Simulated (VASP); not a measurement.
An input for Quantum ESPRESSO's pw.x (written as the equivalent of a VASP run, and not itself run):

```
&CONTROL
  calculation = 'scf'
  pseudo_dir = './pseudo'
  outdir = './out'
  tprnfor = .true.
  tstress = .true.
/
&SYSTEM
  ibrav = 0
  nat = 6
  ntyp = 2
  ecutwfc = 84
  occupations = 'tetrahedra'
  input_dft = 'vdw-df2-b86r'
/
&ELECTRONS
  conv_thr = 7.3e-09
  electron_maxstep = 100
/
ATOMIC_SPECIES
  Si 28.085 Si.upf
  O 15.999 O.upf
CELL_PARAMETERS angstrom
     4.2053652   -0.0000000    0.0000000
     0.0000000    4.2053652    0.0000000
     0.0000000    0.0000000    2.6958526
ATOMIC_POSITIONS crystal
  Si   0.0000000  0.0000000  0.0000000
  Si   0.5000000  0.5000000  0.5000000
  O    0.3060124  0.3060124  1.0000000
  O    0.8060124  0.1939876  0.5000000
  O    0.1939876  0.8060124  0.5000000
  O    0.6939876  0.6939876  0.0000000
K_POINTS automatic
  6 6 9 0 0 0
```

Write the VASP files for the same calculation (rev-vdW-DF2).

Several could match; the one computed here: 
File POSCAR:
```
SiO2
1
    4.2053651625    -0.0000000000     0.0000000000
    0.0000000000     4.2053651625     0.0000000000
    0.0000000000     0.0000000000     2.6958526020
Si O
2 4
Direct
  0.0000000000   0.0000000000   0.0000000000
  0.5000000000   0.5000000000   0.5000000000
  0.3060123604   0.3060123604   1.0000000000
  0.8060123604   0.1939876396   0.5000000000
  0.1939876396   0.8060123604   0.5000000000
  0.6939876396   0.6939876396   0.0000000000
```

### INCAR
```
AGGAC=0.0
ALGO=Normal
EDIFF=1E-7
ENCUT=520
GGA=MK
ISIF=2
ISMEAR=-5
LASPH=.TRUE.
LCHARG=.TRUE.
LEFG=.TRUE.
LORBIT=11
LREAL=.FALSE.
LUSE_VDW=.TRUE.
LWAVE=.FALSE.
NEDOS=601
NELM=100
PARAM1=0.1234568
PARAM2=0.7114
PREC=Accurate
SYSTEM=SiO2
ZAB_VDW=-1.8867
```

File KPOINTS:
```
K-points
0
Gamma
 6 6 9
```

POTCAR, in this order: Si O (PBE.64 set). Program: vasp_std.

The two are equivalent in intent, not identical: the potentials are each code's own (VASP's PAW set, PseudoDojo norm-conserving files in pw.x), so ENCUT and ecutwfc are chosen apart and not converted; conv_thr bounds pw.x's estimated SCF error, while EDIFF bounds the energy change between steps; the field gradients of LEFG aren't asked of the other code.

The compound is SiO2 in the rutile structure, stishovite, a high-pressure form. It was relaxed first.
